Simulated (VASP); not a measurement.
Data:

```
CELL_PARAMETERS angstrom
      1.30621     0.75414     5.05745
     -1.30621     0.75414     5.05745
      0.00000    -1.50828     5.05745
ATOMIC_POSITIONS crystal
  Cr 0.00000 0.00000 0.00000
  F  0.75230 0.75230 0.75230
  F  0.58100 0.58100 0.58100
```
Starting moments (μB, in the order of the record's atoms Cr F F): 3.0 0.0 0.0.

Level of theory: PBE GGA, VASP's PBE PAW potentials (set 64) (plane waves; VASP 6.6.1). Numerical set-up: 520 eV cut-off, 7×7×7 Γ-centred mesh, Gaussian smearing of 0.050 eV, potentials Cr_pv F.

The moments were started parallel, and other spin orders were not tried in this run.

Question: Estimate the cell moment, energy per atom (σ→0), pressure, largest force, band gap (on the k-mesh) with the smallest direct gap where there is one.

Answer: 
```
Quantity                                                     Value
------------------------  ----------------------------------------
band gap (on the k-mesh)  none (metal, semimetal or under 0.01 eV)
cell moment                                                2.00 μB
energy per atom (σ→0)                               -5.867 eV/atom
pressure                                                 24.11 GPa
largest force                                           0.913 eV/Å
```

Question: Give the moment on each site (PAW-sphere projection).

Answer: 
```csv
site,moment (μB)
Cr1,1.85
F2,0.05
F3,0.05
```

Only differences to runs with the same potentials and settings are physical.

The structure was generated: CrF2 was put into the 3R-MoS2 type (R3m), which need not be its known phase. The cell was not relaxed at this level. The k-mesh is coarse (spacing up to 0.40 per Å, 2π included), so the numbers may not be converged in it.
